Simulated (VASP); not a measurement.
A convergence study with VASP on MoP (space group P-6m2): one setting is varied, all else stays as given below, so the limit is that of these other settings.

```yaml
crystal:
  lattice:
    - [3.23476, 0.00000, 0.00000]
    - [-1.61738, 2.80138, 0.00000]
    - [0.00000, 0.00000, 3.18228]
  atoms:
    - { symbol: Mo, position: [0.00000, 0.00000, 0.00000] }
    - { symbol: P, position: [0.33333, 0.66667, 0.50000] }
```

Level of theory: PBE GGA, VASP's PBE PAW potentials (set 64) (plane waves; VASP 6.6.1). The tightest run used: 550 eV cut-off, 23×23×20 Γ-centred mesh, tetrahedra with Blöchl corrections, potentials Mo_sv P.

Question: The settings run are 3×3×3 mesh; 4×4×3 mesh; 5×5×4 mesh; 6×6×5 mesh; 7×7×6 mesh; 8×8×7 mesh; 9×9×8 mesh; 10×10×9 mesh; 11×11×10 mesh; 12×12×10 mesh; 13×13×11 mesh; 14×14×12 mesh; 15×15×13 mesh; 16×16×14 mesh; 17×17×15 mesh; 18×18×16 mesh; 19×19×16 mesh; 20×20×17 mesh; 21×21×18 mesh; 22×22×19 mesh; 23×23×20 mesh. From which on does the stress (every component) stay within 0.2 GPa of the tightest run?

Answer: From 9×9×8 mesh on: it is off by 0.12 there and by no more than 0.2 in any finer run, while 8×8×7 mesh is off by 0.48.
| setting | E (eV/atom) | pressure (GPa) | irreducible k-points | difference judged (GPa) |
|---|---|---|---|---|
| 3×3×3 mesh | -8.6805 | 5.57 | 6 | 5.00 |
| 4×4×3 mesh | -8.8143 | 2.64 | 8 | 1.46 |
| 5×5×4 mesh | -8.8362 | 1.97 | 15 | 1.42 |
| 6×6×5 mesh | -8.8342 | 1.94 | 21 | 0.07 |
| 7×7×6 mesh | -8.8361 | 1.93 | 32 | 0.62 |
| 8×8×7 mesh | -8.8348 | 1.91 | 40 | 0.48 |
| 9×9×8 mesh | -8.8342 | 1.91 | 60 | 0.12 |
| 10×10×9 mesh | -8.8342 | 1.90 | 70 | 0.11 |
| 11×11×10 mesh | -8.8336 | 1.91 | 96 | 0.05 |
| 12×12×10 mesh | -8.8336 | 1.91 | 114 | 0.04 |
| 13×13×11 mesh | -8.8336 | 1.91 | 126 | 0.07 |
| 14×14×12 mesh | -8.8335 | 1.91 | 168 | 0.05 |
| 15×15×13 mesh | -8.8336 | 1.91 | 189 | 0.04 |
| 16×16×14 mesh | -8.8337 | 1.91 | 240 | 0.03 |
| 17×17×15 mesh | -8.8338 | 1.91 | 264 | 0.02 |
| 18×18×16 mesh | -8.8339 | 1.91 | 333 | 0.02 |
| 19×19×16 mesh | -8.8339 | 1.91 | 360 | 0.02 |
| 20×20×17 mesh | -8.8340 | 1.91 | 396 | 0.01 |
| 21×21×18 mesh | -8.8339 | 1.91 | 480 | 0.00 |
| 22×22×19 mesh | -8.8340 | 1.91 | 520 | 0.00 |
| 23×23×20 mesh | -8.8340 | 1.91 | 616 | 0.00 |

Left out are rungs that failed or repeat a setting and relaxations that didn't move; long series are thinned to 24 rows.

The structure comes from a computed database's MoP entry (P-6m2); how it stands against other phases isn't given here. The cell was not relaxed at this level. The electron count is odd and the run is not spin-polarised, which forces a metal.
